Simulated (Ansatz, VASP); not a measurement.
Al3BAs2 in VASP and in Ansatz

```xyz
6
Lattice="4.6491 0.0000 0.0000 0.0000 4.6491 0.0000 0.0000 0.0000 5.4771" Properties=species:S:1:pos:R:3 pbc="T T T"
Al    0.0000    0.0000    4.1009
Al    2.3246    0.0000    5.0921
Al    0.0000    2.3246    5.0921
B     2.3246    2.3246    4.4485
As    0.0000    0.0000    2.3106
As    2.3246    2.3246    1.1348
```

Alike in both runs: task relaxation of cell and atoms; functional PBE; k mesh 4 × 4 × 4; occupations gaussian, width 0.1 eV; no spin polarisation.

```csv
,VASP,Ansatz
version,VASP 6.6.1,Ansatz 0.2.0
potentials or method,"VASP PAW PBE potentials, release 64 (Al, B, As)","scalar-relativistic, plane waves, PAW"
plane-wave cutoff (eV),600,420
valence electrons in the cell,22,42
```

VASP gave:

- gap on the k mesh at the Fermi level, each at its own relaxed structure (eV): none
- relaxed volume (Å³/atom): 18.79
- relaxed cell length with the largest relative difference (Å): 5.498
- energy change over the relaxation (meV/atom): -944

Which values does Ansatz return?

gap on the k mesh at the Fermi level, each at its own relaxed structure (eV): none; relaxed volume (Å³/atom): 18.26; relaxed cell length with the largest relative difference (Å): 5.932; energy change over the relaxation (meV/atom): -975.

A gap of «none» marks a metal or a gap that the smearing closes. One of these differences is far larger than is usual between the two programs; its cause wasn't traced. The two sets of potentials don't hold the same shells in valence.
